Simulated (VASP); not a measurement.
# The Sommerfeld expansion tested on Au

Wanted: TS, pressure and Fermi level of Au against the smearing width, on one dense mesh.

Calculated with VASP 6.6.1; PBEsol; plane waves and PAW (Au), in the first sound run; inputs show where later runs differ.

## Step 1: The structure

Symmetry: Fm-3m, No. 225, cubic system. Conventional cell: a = 4.080 Å, b = 4.080 Å, c = 4.080 Å, α = 90.00°, β = 90.00°, γ = 90.00°. Nearest to Au lie 12 Au at 2.88 Å.

Coordinates:

```cif
data_structure
_symmetry_space_group_name_H-M 'Fm-3m'
_symmetry_Int_Tables_number 225
_cell_length_a 4.0800
_cell_length_b 4.0800
_cell_length_c 4.0800
_cell_angle_alpha 90.000
_cell_angle_beta 90.000
_cell_angle_gamma 90.000
_cell_volume 67.92
loop_
_atom_site_label
_atom_site_type_symbol
_atom_site_symmetry_multiplicity
_atom_site_Wyckoff_symbol
_atom_site_fract_x
_atom_site_fract_y
_atom_site_fract_z
_atom_site_occupancy
Au1 Au 4 a 0.00000 0.00000 0.00000 1
```

## Step 2: Relax the crystal, PBEsol

The cell is relaxed and then held.

Level: PBEsol; plane waves and PAW (Au).

File INCAR:

```
SYSTEM = Au
PREC = Accurate
ENCUT = 450
EDIFF = 1E-07
NELM = 120
ISMEAR = 1
SIGMA = 0.15
LREAL = .FALSE.
ALGO = Normal
GGA = PS
NBANDS = 11
LASPH = .TRUE.
LORBIT = 11
LWAVE = .FALSE.
LCHARG = .FALSE.
KPAR = 8
IBRION = 2
NSW = 40
ISIF = 3
EDIFFG = -0.005
POTIM = 0.4
```

File POSCAR:

```
Au
1.0
    0.0000000000      2.0400000000      2.0400000000
    2.0400000000      0.0000000000      2.0400000000
    2.0400000000      2.0400000000      0.0000000000
Au
1
Direct
    0.0000000000      0.0000000000      0.0000000000
```

File KPOINTS:

```
Automatic mesh
0
Gamma
18 18 18
0 0 0
```

Potentials, in the order of the species: Au (PBE family, release 64).

The run is started by

```bash
$ mpirun -np 8 vasp_std
```

What it wrote:

```text
[banner, memory and clock lines left out]
running    8 mpi-ranks, on    1 nodes
[...]
|                                                                             |
|           W    W    AA    RRRRR   N    N  II  N    N   GGGG   !!!           |
|           W    W   A  A   R    R  NN   N  II  NN   N  G    G  !!!           |
|           W    W  A    A  R    R  N N  N  II  N N  N  G       !!!           |
|           W WW W  AAAAAA  RRRRR   N  N N  II  N  N N  G  GGG   !            |
|           WW  WW  A    A  R   R   N   NN  II  N   NN  G    G                |
|           W    W  A    A  R    R  N    N  II  N    N   GGGG   !!!           |
|                                                                             |
|     For optimal performance we recommend to set                             |
|       NCORE = 2 up to number-of-cores-per-socket                            |
|     NCORE specifies how many cores store one orbital (NPAR=cpu/NCORE).      |
|     This setting can greatly improve the performance of VASP for DFT.       |
[...]
DAV:   4    -0.392443811651E+01    0.37670E-05   -0.12596E-05  4584   0.260E-02    0.139E-03
DAV:   5    -0.392443801271E+01    0.10380E-06   -0.25073E-07  4892   0.426E-03    0.423E-04
DAV:   6    -0.392443787633E+01    0.13638E-06   -0.14060E-08  2577   0.829E-04    0.907E-05
DAV:   7    -0.392443787172E+01    0.46181E-08   -0.82490E-10  2280   0.249E-04
   2 F= -.39244379E+01 E0= -.39244402E+01  d E =0.113323E-04
 trial-energy change:    0.000011  1 .order    0.000010   -0.000129    0.000148
 step:   0.4559(harm=  0.4653)  dis= 0.00000  next Energy=    -3.924478 (dE=-0.291E-04)
[...]
N       E                     dE             d eps       ncg     rms          rms(c)
DAV:   1    -0.392502019524E+01   -0.58232E-03   -0.10020E-02  4500   0.979E-01    0.139E-01
DAV:   2    -0.392449694182E+01    0.52325E-03   -0.15686E-03  4431   0.331E-01    0.573E-02
DAV:   3    -0.392447602863E+01    0.20913E-04   -0.95019E-05  4836   0.790E-02    0.414E-02
DAV:   4    -0.392447804005E+01   -0.20114E-05   -0.38643E-06  4539   0.142E-02    0.139E-03
DAV:   5    -0.392447808245E+01   -0.42401E-07   -0.59895E-08  4136   0.221E-03
   3 F= -.39244781E+01 E0= -.39244790E+01  d E =-.288785E-04
[...]
reached required accuracy - stopping structural energy minimisation
```

Run time: 10 s. Hardware: 8 MPI ranks of AMD EPYC 7R13 (Zen 3), shared host; peak memory 0.99 GiB; 60 s of CPU time.

The logs omit lines about the potential files and the build; timing stands in the text.

From OUTCAR (step 2):

```text
  Total       -0.0000172     -0.0000172     -0.0000172      0.0000000      0.0000000     -0.0000000
  in kB       -0.0016155     -0.0016155     -0.0016155      0.0000000      0.0000000     -0.0000000
  external PRESSURE =      -0.0016155 kB  Pullay stress =       0.0000000 kB

 POSITION                                       TOTAL-FORCE (eV/Angst)
 -----------------------------------------------------------------------------------
      0.00000      0.00000      0.00000         0.000000      0.000000      0.000000
 -----------------------------------------------------------------------------------
    total drift:                               -0.000000     -0.000000     -0.000000

  FREE ENERGIE OF THE ION-ELECTRON SYSTEM (eV)
  ---------------------------------------------------
  free  energy   TOTEN  =        -3.9244780824 eV

  energy  without entropy=       -3.9244807626  energy(sigma->0) =       -3.92447898

 reached required accuracy - stopping structural energy minimisation

[... 3 further parts left out ...]
[key lines of the parts left out:]
E-fermi :   9.2769
```

Read from the output:

| Quantity | Value |
| --- | --- |
| energy(sigma→0) of the program | -3.9245 eV |
| stress, compression positive | xx, yy, zz 0.00, 0.00, 0.00 GPa |
| volume | 17.009 Å³ |
| ionic steps | 3 |

## Step 3: Tetrahedra, PBEsol

Tetrahedra give the density of states at the Fermi level without smearing.

Level: PBEsol; plane waves and PAW (Au).

File INCAR:

```
SYSTEM = Au
PREC = Accurate
ENCUT = 450
EDIFF = 1E-08
NELM = 100
ISMEAR = -5
SIGMA = 0.15
LREAL = .FALSE.
ALGO = Normal
GGA = PS
NBANDS = 13
LASPH = .TRUE.
LORBIT = 11
LWAVE = .FALSE.
LCHARG = .FALSE.
KPAR = 2
ISIF = 2
NEDOS = 3001
```

File POSCAR:

```
Au
1.0
    0.0000000000      2.0411959244      2.0411959244
    2.0411959244      0.0000000000      2.0411959244
    2.0411959244      2.0411959244      0.0000000000
Au
1
Direct
    0.0000000000      0.0000000000      0.0000000000
```

File KPOINTS:

```
Automatic mesh
0
Gamma
32 32 32
0 0 0
```

The run is started by

```bash
$ mpirun -np 2 vasp_std
```

What it wrote:

```text
[banner, memory and clock lines left out]
running    2 mpi-ranks, on    1 nodes
[...]
[... a notice as in an earlier step ...]

 LDA part: xc-table for (Slater+PW92), standard interpolation
 POSCAR, INCAR and KPOINTS ok, starting setup
[...]
entering main loop
       N       E                     dE             d eps       ncg     rms          rms(c)
DAV:   1     0.443513845463E+02    0.44351E+02   -0.50030E+03 24746   0.663E+02
DAV:   2    -0.361703272420E+01   -0.47968E+02   -0.45399E+02 28972   0.168E+02
DAV:   3    -0.426159480200E+01   -0.64456E+00   -0.64410E+00 28577   0.184E+01
DAV:   4    -0.426378550313E+01   -0.21907E-02   -0.21906E-02 28247   0.124E+00
[...]
DAV:  10    -0.392404728685E+01   -0.30567E-05   -0.11681E-06 27942   0.770E-03    0.982E-04
DAV:  11    -0.392404739187E+01   -0.10502E-06   -0.73290E-08 28455   0.207E-03    0.458E-04
DAV:  12    -0.392404738543E+01    0.64449E-08   -0.84653E-10 16576   0.257E-04
   1 F= -.39240474E+01 E0= -.39240474E+01  d E =0.000000E+00
|                                                                             |
|           W    W    AA    RRRRR   N    N  II  N    N   GGGG   !!!           |
|           W    W   A  A   R    R  NN   N  II  NN   N  G    G  !!!           |
|           W    W  A    A  R    R  N N  N  II  N N  N  G       !!!           |
|           W WW W  AAAAAA  RRRRR   N  N N  II  N  N N  G  GGG   !            |
|           WW  WW  A    A  R   R   N   NN  II  N   NN  G    G                |
|           W    W  A    A  R    R  N    N  II  N    N   GGGG   !!!           |
|                                                                             |
|     Tetrahedron method does not include variations of the Fermi             |
|     occupations, so forces and stress will be inaccurate. We suggest        |
|     using a different smearing scheme ISMEAR = 1 or 2 for metals in         |
|     relaxations.                                                            |
|                                                                             |
```

Run time: 61 s. Hardware: 2 MPI ranks; peak memory 0.46 GiB; 96 s of CPU time.

OUTCAR, selected parts (step 3):

```text
  Total       -0.0152392     -0.0152392     -0.0152392      0.0000000      0.0000000      0.0000000
  in kB       -1.4354511     -1.4354511     -1.4354511      0.0000000      0.0000000      0.0000000
  external PRESSURE =      -1.4354511 kB  Pullay stress =       0.0000000 kB

 POSITION                                       TOTAL-FORCE (eV/Angst)
 -----------------------------------------------------------------------------------
      0.00000      0.00000      0.00000        -0.000000      0.000000     -0.000000
 -----------------------------------------------------------------------------------
    total drift:                               -0.000000     -0.000000     -0.000000

  FREE ENERGIE OF THE ION-ELECTRON SYSTEM (eV)
  ---------------------------------------------------
  free  energy   TOTEN  =        -3.9240473854 eV

  energy  without entropy=       -3.9240473854  energy(sigma->0) =       -3.92404739

[... 1 part as in an earlier step ...]

[... 2 further parts left out ...]
[key lines of the parts left out:]
E-fermi :   9.3310
```

Numbers from this step:

```
energy(sigma→0) of the program : -3.9240 eV
```

The run ends at a pressure of -0.14 GPa.

## Step 4: Electron temperature, PBEsol

One member in full: SIGMA = 0.025 eV.

Level: PBEsol; plane waves and PAW (Au).

INCAR, as its differences from that of step 3:

```diff
@@ -5,4 +5,4 @@
 NELM = 100
-ISMEAR = -5
-SIGMA = 0.15
+ISMEAR = -1
+SIGMA = 0.025
 LREAL = .FALSE.
@@ -17,2 +17 @@
 ISIF = 2
-NEDOS = 3001
```

POSCAR is that of step 3.

KPOINTS is that of step 3.

The run is started by

```bash
$ mpirun -np 2 vasp_std
```

What it wrote:

```text
[... set-up lines as in an earlier step ...]
 entering main loop
       N       E                     dE             d eps       ncg     rms          rms(c)
DAV:   1     0.443987418098E+02    0.44399E+02   -0.50030E+03 24746   0.663E+02
DAV:   2    -0.361774242985E+01   -0.48016E+02   -0.45217E+02 28972   0.168E+02
DAV:   3    -0.426226156236E+01   -0.64452E+00   -0.64377E+00 28577   0.184E+01
DAV:   4    -0.426445256228E+01   -0.21910E-02   -0.21909E-02 28247   0.124E+00
[...]
DAV:  10    -0.392484735792E+01   -0.31938E-05   -0.11807E-06 27947   0.771E-03    0.103E-03
DAV:  11    -0.392484747393E+01   -0.11601E-06   -0.76030E-08 28415   0.210E-03    0.465E-04
DAV:  12    -0.392484746765E+01    0.62845E-08   -0.86193E-10 16586   0.259E-04
   1 F= -.39248475E+01 E0= -.39246407E+01  d E =-.413533E-03
```

Elapsed: 59 s, on 2 MPI ranks; peak memory 0.43 GiB.

From OUTCAR (step 4):

```text
  LATTYP: Found a face centered cubic cell.
 ALAT       =     4.0823918488

 Subroutine GETGRP returns: Found 48 space group operations
 (whereof 48 operations were pure point group operations)

The static configuration has the point symmetry O_h .

 Found    897 irreducible k-points:

   dimension x,y,z NGX =    20 NGY =   20 NGZ =   20
   dimension x,y,z NGXF=    40 NGYF=   40 NGZF=   40

   ENCUT  =  450.0 eV  33.07 Ry    5.75 a.u.   4.99  4.99  4.99*2*pi/ulx,y,z

   NELECT =      11.0000    total number of electrons

 E-fermi :   9.3158

 k-point     1 :       0.0000    0.0000    0.0000
  band No.  band energies     occupation
    ...
      2       4.6198      2.00000
      3       4.6198      2.00000
      4       4.6198      2.00000
      5       6.1547      2.00000
      6       6.1547      2.00000
      7      23.8075      0.00000
      8      27.8130      0.00000
      9      27.8130      0.00000
     10      27.8130      0.00000
     11      32.6861      0.00000
    ...

 k-point     2 :       0.0312    0.0000    0.0000
  band No.  band energies     occupation
    ...
      2       4.6081      2.00000
      3       4.6320      2.00000
      4       4.6320      2.00000
      5       6.1488      2.00000
      6       6.1488      2.00000
      7      23.8498      0.00000
      8      27.5638      0.00000
      9      27.8543      0.00000
     10      27.8543      0.00000
     11      32.9191      0.00000
    ...

  Total       -0.0178323     -0.0178323     -0.0178323      0.0000000      0.0000000      0.0000000
  in kB       -1.6797125     -1.6797125     -1.6797125      0.0000000      0.0000000      0.0000000
  external PRESSURE =      -1.6797125 kB  Pullay stress =       0.0000000 kB

  FREE ENERGIE OF THE ION-ELECTRON SYSTEM (eV)
  ---------------------------------------------------
  free  energy   TOTEN  =        -3.9248474676 eV

  energy  without entropy=       -3.9244339349  energy(sigma->0) =       -3.92464070

 total charge
# of ion       s       p       d       tot
------------------------------------------
    1        0.535   0.361   8.749   9.645

[... 3 parts as in an earlier step ...]

[... 7 further parts left out ...]
```

Numbers from this step:

* energy(sigma→0) of the program: -3.9246 eV
* stress, compression positive: xx, yy, zz -0.17, -0.17, -0.17 GPa

The run ends at a pressure of -0.17 GPa.

## Step 5: All members

The other members went through these steps as far as the tables show, on the same mesh; 6 runs are not shown. The session took 0.29 core hours (wall time by ranks) on a shared machine.

| width kT (eV) | temperature (K) | free energy less that of the narrowest width (meV/atom) | TS (meV/atom) | pressure (GPa) | shift of the Fermi level (eV) |
| --- | --- | --- | --- | --- | --- |
| 0.025 | 290 | 0.000 | 0.414 | -0.168 | 0.000 |
| 0.050 | 580 | -0.666 | 1.909 | -0.151 | 0.007 |
| 0.075 | 870 | -1.945 | 4.823 | -0.133 | 0.009 |
| 0.100 | 1160 | -3.878 | 9.017 | -0.115 | 0.009 |
| 0.150 | 1741 | ? | ? | -0.074 | 0.009 |
| 0.200 | 2321 | -17.777 | 37.411 | -0.021 | 0.008 |
| 0.300 | 3481 | -41.593 | 87.902 | 0.143 | 0.013 |

## Step 6: The Sommerfeld expansion

At low temperature TS = (π²/3) g (kT)², so TS, twice the difference of energy(sigma→0) and the free energy, over (π²/3)(kT)² is an effective density of states: 0.201, 0.232, 0.261, 0.274, 0.284, 0.297 states/eV/atom in the rows shown.

Fitting a parabola to the 6 known rows (σ: width in eV) gives g = − 2.096 σ² + 0.9733 σ + 0.1885 in states/eV/atom; the residuals are 0.0097 states/eV/atom r.m.s.

At σ = 0.15 this predicts 0.287 states/eV/atom.

## Step 7: Prediction against calculation

The calculation gives 0.282 states/eV/atom, so the prediction is 0.005 states/eV/atom too high, within twice the residual of the fit.

The parabola in σ is an empirical guide, not the expansion itself. Tetrahedra give g = 0.285 states/eV/atom at the Fermi level, the limit that the series should reach at zero width.

## Step 8: Outcome

```json
{"density of states at the Fermi level, tetrahedra": "0.28 states/eV/atom", "Sommerfeld coefficient from it": "0.67 mJ per mole of atoms and K²", "pressure at the widest setting": "0.14 GPa", "error of the predicted g": "0.005 states/eV/atom"}
```

In words: Against the tetrahedron value, the effective density of states stands at -29 % at 0.025 eV, -18 % at 0.05 eV, -4 % at 0.1 eV, +4 % at 0.3 eV. The leading term holds within a tenth at the widest setting. The narrow rows do not close in on the tetrahedron value; no test of the mesh was run. Spin-orbit coupling is left out. The bare coefficient lacks the electron-phonon enhancement of measured heat capacities.

[Lines on the potential files, build, host, timing and source positions are cut from VASP's logs without a mark.]

[Logs are printed without paths, hosts, clocks, repeated set-up lines and the standing remarks that a program may print on its own settings, such as how far it seeks lower states.]

[Hosts, paths, dates, database ids (printed as entryN), source tags and the programs' standing remarks are cut or masked in the printed files.]
